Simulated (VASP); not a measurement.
An input for Quantum ESPRESSO's pw.x (written as the equivalent of a VASP run, and not itself run):

```
&CONTROL
  calculation = 'scf'
  pseudo_dir = './pseudo'
  outdir = './out'
  tprnfor = .true.
  tstress = .true.
/
&SYSTEM
  ibrav = 0
  nat = 2
  ntyp = 2
  ecutwfc = 86
  occupations = 'smearing'
  smearing = 'gaussian'
  degauss = 0.000735
  input_dft = 'pbe'
/
&ELECTRONS
  conv_thr = 7.3e-08
  electron_maxstep = 100
/
ATOMIC_SPECIES
  Pb 207.200 Pb.upf
  Se 78.971 Se.upf
CELL_PARAMETERS angstrom
     0.0000000    3.0626980    3.0626980
     3.0626980    0.0000000    3.0626980
     3.0626980    3.0626980    0.0000000
ATOMIC_POSITIONS crystal
  Pb   0.0000000  0.0000000  0.0000000
  Se   0.5000000  0.5000000  0.5000000
K_POINTS automatic
  6 6 6 0 0 0
```

Write the VASP files for the same calculation (PBE).

This is not unique; one that fits is 
KPOINTS:
```
Automatic mesh
0
Gamma
6 6 6
0 0 0
```

**INCAR**
```
LMAXMIX = 4
ISIF = 2   ! forces and stress, cell fixed
ENCUT = 300   ! plane-wave cut-off (eV)
SYSTEM = PbSe
NELM = 100   ! most electronic steps
LREAL = F   ! projection in real space or not
ISMEAR = 0
LCHARG = F
PREC = Accurate
ALGO = Normal
LASPH = T
GGA = PE   ! PBE
SIGMA = 0.01   ! width (eV)
LWAVE = F
EDIFF = 1E-6   ! SCF stop (eV)
```

POSCAR:
```
PbSe
3.0626980
  0.0000000000   1.0000000000   1.0000000000
  1.0000000000   0.0000000000   1.0000000000
  1.0000000000   1.0000000000   0.0000000000
Pb Se
1 1
Cart
  0.0000000000   0.0000000000   0.0000000000
  1.0000000000   1.0000000000   1.0000000000
```

POTCAR, in this order: Pb_d Se (PBE.64 set). Program: vasp_std.

What does not carry over: the potentials are each code's own (VASP's PAW set, PseudoDojo norm-conserving files in pw.x), so ENCUT and ecutwfc are chosen apart and not converted; conv_thr bounds pw.x's estimated SCF error, while EDIFF bounds the energy change between steps.

The structure comes from a computed database's PbSe entry; how it stands against other phases isn't given here. The cell was not relaxed at this level.
